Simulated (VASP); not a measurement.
Input:

```
CELL_PARAMETERS angstrom
      4.04129     0.00000     0.00000
     -2.02065     3.49986     0.00000
      0.00000     0.00000     9.31400
ATOMIC_POSITIONS crystal
  Hg 0.31458 0.00000 0.66667
  Hg 0.00000 0.31458 0.33333
  Hg 0.68542 0.68542 0.00000
  S  0.47975 0.00000 0.16667
  S  0.00000 0.47975 0.83333
  S  0.52025 0.52025 0.50000
```

Computed with LDA (Ceperley-Alder, Perdew-Zunger), VASP's LDA PAW potentials (set 64) (plane waves; VASP). Run with 400 eV cut-off, Gaussian smearing of 0.050 eV, potentials Hg S.

Unless said otherwise, spin-orbit coupling is left out, though it shifts the bands of the heavy elements here.

Task: Give the energies of bands 18 to 31 at the high-symmetry points, in eV from the valence-band maximum.

Result: 
```json
[
 {"band": "18", "Γ": "-6.06", "M": "-5.33", "K": "-5.65", "A": "-6.01", "L": "-5.88", "H": "-5.88"},
 {"band": "19", "Γ": "-4.42", "M": "-4.85", "K": "-4.51", "A": "-4.63", "L": "-4.93", "H": "-4.65"},
 {"band": "20", "Γ": "-4.42", "M": "-4.72", "K": "-4.34", "A": "-3.33", "L": "-4.58", "H": "-4.30"},
 {"band": "21", "Γ": "-1.93", "M": "-4.26", "K": "-4.34", "A": "-3.33", "L": "-3.91", "H": "-4.30"},
 {"band": "22", "Γ": "-1.51", "M": "-2.82", "K": "-3.69", "A": "-1.48", "L": "-3.13", "H": "-2.88"},
 {"band": "23", "Γ": "-1.51", "M": "-2.61", "K": "-2.89", "A": "-1.42", "L": "-2.41", "H": "-2.88"},
 {"band": "24", "Γ": "-1.31", "M": "-2.35", "K": "-2.89", "A": "-1.42", "L": "-1.99", "H": "-2.33"},
 {"band": "25", "Γ": "-0.45", "M": "-1.32", "K": "-1.56", "A": "-0.10", "L": "-1.94", "H": "-2.33"},
 {"band": "26", "Γ": "-0.06", "M": "-0.89", "K": "-0.93", "A": "-0.03", "L": "-0.85", "H": "-2.16"},
 {"band": "27", "Γ": "-0.06", "M": "-0.77", "K": "-0.93", "A": "-0.03", "L": "-0.79", "H": "-0.62"},
 {"band": "28", "Γ": "0.93", "M": "1.27", "K": "2.04", "A": "1.94", "L": "1.59", "H": "2.42"},
 {"band": "29", "Γ": "3.03", "M": "2.58", "K": "2.49", "A": "1.94", "L": "2.18", "H": "3.14"},
 {"band": "30", "Γ": "3.03", "M": "2.80", "K": "2.49", "A": "2.73", "L": "2.96", "H": "3.14"},
 {"band": "31", "Γ": "4.92", "M": "3.34", "K": "5.58", "A": "4.69", "L": "4.02", "H": "4.90"}
]
```

The gap is indirect, 0.93 eV, from the valence maximum at A-L at 0.11 to the conduction minimum at Γ.

The structure comes from a computed database's HgS entry (P3_221), a phase known from measurement. It was relaxed first, which changed the volume by -20 %.
